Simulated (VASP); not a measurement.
Here is the system:

```
MgB2
1.0
    1.53412    -2.65717     0.00000
    1.53412     2.65717     0.00000
    0.00000     0.00000     3.47403
Mg B
1 2
Direct
  0.00000   0.00000   0.00000
  0.33333   0.66667   0.50000
  0.66667   0.33333   0.50000
```

Calculation: SCAN meta-GGA, VASP's PBE PAW potentials (set 64) (plane waves; VASP). Run with 520 eV cut-off, 13×13×10 Γ-centred mesh, tetrahedra with Blöchl corrections, potentials Mg B.

The cores are frozen, which limits the accuracy of field gradients.

Problem. Give the principal components of the electric field gradient (V/Å²) and the asymmetry η at each nucleus.

Solution. 
```
atom    Vxx    Vyy   Vzz     η
----  -----  -----  ----  ----
Mg1     0.0    0.0  -0.1     -
B2    -11.0  -11.0  22.0  0.00
B3    -11.0  -11.0  22.0  0.00
```

The compound is MgB2 in the AlB2 type structure. It was relaxed first.
